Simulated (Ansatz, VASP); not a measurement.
**CsRe: VASP beside Ansatz**

File INCAR:

```
SYSTEM = CsRe
PREC = Accurate
ENCUT = 520
EDIFF = 1E-7
ISMEAR = -1
SIGMA = 0.05
LREAL = .False.
LASPH = .True.
NELM = 60
ALGO = Fast
ISIF = 2
LWAVE = .False.
LCHARG = .False.
GGA = PE
```

File KPOINTS:

```
Automatic mesh
0
Gamma
  7 7 7
  0 0 0
```

The input POSCAR:

```
CsRe
1.0
    0.0342230239      3.4223023900      3.4223023900
    3.4223023900      0.0342230239      3.4223023900
    3.4565254139      3.4565254139      0.0000000000
Cs Re
1 1
Direct
    0.2500000000      0.2500000000      0.2500000000
    0.5000000000      0.5000000000      0.5000000000
```

File input.yaml:

```yaml
crystal:
  lattice:
    - [0.0342230239, 3.42230239, 3.42230239]
    - [3.42230239, 0.0342230239, 3.42230239]
    - [3.4565254139, 3.4565254139, 0.0]
  atoms:
    - { symbol: Cs, position: [0.25, 0.25, 0.25] }
    - { symbol: Re, position: [0.5, 0.5, 0.5] }
hamiltonian:
  xc: pbe
  pseudopotentials: { kind: paw }
kpoints:
  mp_grid: { grid: [7, 7, 7] }
scf:
  occupations: { method: fermi_dirac, width: 0.05 }
output:
  forces: true
  stress: true
  eigenvalues: true
```

Change from the starting cell: strain = 0.02.

Alike in both runs: task single point; functional PBE; k mesh 7 × 7 × 7; occupations fermi-dirac, width 0.05 eV; no spin polarisation.

|  | VASP | Ansatz |
| --- | --- | --- |
| version | VASP 6.6.1 | Ansatz 0.2.0 |
| potentials or method | VASP PAW PBE potentials, release 64 (Cs_sv, Re) | Ansatz PAW |
| plane-wave cutoff (eV) | 520 | 420 |
| valence electrons in the cell | 16 | 24 |

Ansatz gave:

```
gap on the k mesh at the Fermi level (eV)       : none
pressure (GPa)                                  : -1.5
largest component of the traceless stress (GPa) : 0.07
rms of the force components (eV/Å)              : 0.009
```

Estimate VASP's values.

gap on the k mesh at the Fermi level (eV): none; pressure (GPa): -0.8; largest component of the traceless stress (GPa): 0.02; rms of the force components (eV/Å): 0.018.

Atom by atom the forces differ by 0.010 eV/Å (rms over components). A gap of «none» marks a metal or a gap that the smearing closes. The two sets of potentials don't hold the same shells in valence.

The runs have no spin-orbit coupling, so splittings on Cs, Re are missing.
